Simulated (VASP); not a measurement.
**HfSi (relaxed from the NiAs type structure, space group P6_3/mmc): computed properties**

All values below come from PBEsol GGA, VASP's PBE PAW potentials (set 64) (plane waves; VASP).

```
Item                                                                                   Result
----------------------------------  ---------------------------------------------------------
space group                                                                    P6_3/mmc (194)
cell                                a = b = 3.655 Å, c = 6.695 Å, α = β = 90.00°, γ = 120.00°
volume per atom                                                                 19.36 Å³/atom
band gap (over mesh and band path)                   none (metal, semimetal or under 0.01 eV)
density                                                                            8.86 g/cm³
```

HfSi is taken in the hexagonal space group P6₃/mmc (No. 194), the NiAs type structure, Pearson symbol hP4. Lattice parameters: a = 3.6550 Å, b = 3.6550 Å, c = 6.6949 Å, α = 90.00°, β = 90.00°, γ = 120.00°. Hf on 2a is surrounded by 6 Si at 2.693 Å (octahedral). Si on 2c has 6 Hf at 2.693 Å (trigonal prismatic). (Neighbours: up to the widest gap in distance over summed covalent radii, below 1.35, at either atom; cation-cation and far metal-metal contacts left out.)

Unless said otherwise, spin-orbit coupling is left out, though it shifts the bands of the heavy elements here.

The structure was generated: HfSi was put into the NiAs type type (P6_3/mmc), which need not be its known phase. It was relaxed first, which changed the volume by -32 %. Symmetry was kept, so distortions that lower it aren't found.
